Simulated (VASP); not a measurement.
Level of theory: SCAN meta-GGA, VASP's PBE PAW potentials (set 64) (plane waves; VASP).

Input for VASP

INCAR:
```
ALGO = Normal
EDIFF = 1E-6
EDIFFG = -0.01
ENCUT = 520
IBRION = 2
ISIF = 3
ISMEAR = 0
LASPH = .True.
LCHARG = .False.
LMAXMIX = 4
LMIXTAU = .True.
LREAL = .False.
LWAVE = .False.
METAGGA = SCAN
NELM = 100
NSW = 60
PREC = Accurate
SIGMA = 0.05
SYSTEM = PbS
```

**KPOINTS**
```
Regular mesh
0
G
7 7 7
```

**POSCAR**
```
PbS
1
    0.0000000000     2.9700000000     2.9700000000
    2.9700000000     0.0000000000     2.9700000000
    2.9700000000     2.9700000000     0.0000000000
Pb S
1 1
Direct
  0.0000000000   0.0000000000   0.0000000000
  0.5000000000   0.5000000000   0.5000000000
```

POTCAR, in this order: Pb_d S (PBE.64 set). Program: vasp_std.

Output

### OSZICAR
```
       N       E                     dE             d eps       ncg     rms          rms(c)
DAV:   1     0.804029176021E+02    0.80403E+02   -0.10019E+04   560   0.153E+03
DAV:   2    -0.776300570142E+02   -0.15803E+03   -0.15429E+03   584   0.364E+02
DAV:   3    -0.911733275972E+02   -0.13543E+02   -0.13040E+02   766   0.109E+02
DAV:   4    -0.915061895121E+02   -0.33286E+00   -0.33269E+00   604   0.199E+01
DAV:   5    -0.915178753343E+02   -0.11686E-01   -0.11686E-01   826   0.368E+00    0.478E+00
DAV:   6    -0.861659117908E+02    0.53520E+01   -0.40458E+00   698   0.420E+01    0.348E+00
DAV:   7    -0.864191982064E+02   -0.25329E+00   -0.11472E+00   584   0.158E+01    0.267E+00
DAV:   8    -0.865325365346E+02   -0.11334E+00   -0.78913E-01   560   0.874E+00    0.718E-01
DAV:   9    -0.864548077093E+02    0.77729E-01   -0.35321E-01   560   0.648E+00    0.517E-01
DAV:  10    -0.864889313184E+02   -0.34124E-01   -0.50434E-02   596   0.264E+00    0.214E-01
DAV:  11    -0.864920875526E+02   -0.31562E-02   -0.15356E-02   596   0.120E+00    0.120E-01
DAV:  12    -0.864821187515E+02    0.99688E-02   -0.36491E-02   572   0.248E+00    0.254E-01
DAV:  13    -0.864914492246E+02   -0.93305E-02   -0.12279E-02   572   0.132E+00    0.103E-01
DAV:  14    -0.864929039515E+02   -0.14547E-02   -0.45149E-03   578   0.849E-01    0.245E-02
DAV:  15    -0.864932711721E+02   -0.36722E-03   -0.47210E-04   584   0.275E-01    0.232E-02
DAV:  16    -0.864932703316E+02    0.84052E-06   -0.18150E-05   686   0.484E-02    0.192E-02
DAV:  17    -0.864932420425E+02    0.28289E-04   -0.68343E-06   614   0.387E-02    0.116E-02
DAV:  18    -0.864932221042E+02    0.19938E-04   -0.57030E-06   584   0.443E-02    0.316E-03
DAV:  19    -0.864932213379E+02    0.76629E-06   -0.20970E-07   346   0.612E-03
   1 F= -.86493221E+02 E0= -.86493221E+02  d E =-.864932E+02
       N       E                     dE             d eps       ncg     rms          rms(c)
DAV:   1    -0.865085644988E+02   -0.15342E-01   -0.51188E-01   686   0.138E+01    0.717E-01
DAV:   2    -0.864950836727E+02    0.13481E-01   -0.30773E-02   680   0.323E+00    0.267E-01
DAV:   3    -0.864929935309E+02    0.20901E-02   -0.79471E-03   692   0.171E+00    0.656E-02
DAV:   4    -0.864930310139E+02   -0.37483E-04   -0.52700E-04   560   0.374E-01    0.582E-02
DAV:   5    -0.864928083989E+02    0.22261E-03   -0.21959E-03   560   0.521E-01    0.222E-02
DAV:   6    -0.864934106840E+02   -0.60229E-03   -0.19674E-03   560   0.538E-01    0.716E-03
DAV:   7    -0.864934536708E+02   -0.42987E-04   -0.89982E-05   560   0.863E-02    0.460E-03
DAV:   8    -0.864934305687E+02    0.23102E-04   -0.78597E-06   626   0.274E-02    0.291E-03
DAV:   9    -0.864934558439E+02   -0.25275E-04   -0.77920E-06   566   0.288E-02    0.705E-04
DAV:  10    -0.864934503297E+02    0.55143E-05   -0.11032E-06   436   0.126E-02    0.213E-04
DAV:  11    -0.864934509946E+02   -0.66495E-06   -0.48809E-08   298   0.324E-03
   2 F= -.86493451E+02 E0= -.86493451E+02  d E =-.229657E-03
       N       E                     dE             d eps       ncg     rms          rms(c)
DAV:   1    -0.864958259675E+02   -0.23756E-02   -0.77495E-02   686   0.529E+00    0.282E-01
DAV:   2    -0.864939679920E+02    0.18580E-02   -0.47337E-03   680   0.128E+00    0.104E-01
DAV:   3    -0.864936908148E+02    0.27718E-03   -0.11993E-03   692   0.668E-01    0.269E-02
DAV:   4    -0.864936603629E+02    0.30452E-04   -0.76247E-05   560   0.142E-01    0.234E-02
DAV:   5    -0.864934580132E+02    0.20235E-03   -0.30229E-04   560   0.191E-01    0.838E-03
DAV:   6    -0.864935558144E+02   -0.97801E-04   -0.23993E-04   560   0.189E-01    0.240E-03
DAV:   7    -0.864935567430E+02   -0.92858E-06   -0.10118E-05   560   0.279E-02    0.172E-03
DAV:   8    -0.864935640100E+02   -0.72670E-05   -0.14727E-06   424   0.122E-02    0.968E-04
DAV:   9    -0.864935555348E+02    0.84752E-05   -0.70757E-07   376   0.904E-03    0.255E-04
DAV:  10    -0.864935578392E+02   -0.23044E-05   -0.13028E-07   280   0.494E-03    0.927E-05
DAV:  11    -0.864935575970E+02    0.24223E-06   -0.10352E-08   280   0.158E-03
   3 F= -.86493558E+02 E0= -.86493558E+02  d E =-.336259E-03
```

File OUTCAR:
```
------------------------ aborting loop because EDIFF is reached ----------------------------------------
  FORCE on cell =-STRESS in cart. coord.  units (eV):
  Direction    XX          YY          ZZ          XY          YZ          ZX
  --------------------------------------------------------------------------------------
  Total        0.0191414      0.0191414      0.0191414      0.0000000      0.0000000      0.0000000
  in kB        0.5820418      0.5820418      0.5820418      0.0000000      0.0000000      0.0000000
  external PRESSURE =       0.5820418 kB  Pullay stress =       0.0000000 kB
  volume of cell :       52.69
      direct lattice vectors                 reciprocal lattice vectors
     0.000000000  2.975544456  2.975544456    -0.168036474  0.168036474  0.168036474
     2.975544456  0.000000000  2.975544456     0.168036474 -0.168036474  0.168036474
     2.975544456  2.975544456 -0.000000000     0.168036474  0.168036474 -0.168036474
  FREE ENERGIE OF THE ION-ELECTRON SYSTEM (eV)
  ---------------------------------------------------
  free  energy   TOTEN  =       -86.4935575970 eV

  energy  without entropy=      -86.4935575970  energy(sigma->0) =      -86.49355760

 reached required accuracy - stopping structural energy minimisation
```
(Selected blocks of OUTCAR.)

### CONTCAR
```
PbS
   1.00000000000000
     0.0000000000000000    2.9755444562179099    2.9755444562179099
     2.9755444562179099    0.0000000000000000    2.9755444562179099
     2.9755444562179099    2.9755444562179099   -0.0000000000000000
  Pb              S
     1     1
Direct
     0.0000000000000000    0.0000000000000000    0.0000000000000000
     0.5000000000000000    0.5000000000000000    0.5000000000000000
```

The compound is PbS in the rock salt structure. This run relaxes it. Symmetry was kept, so distortions that lower it aren't found.
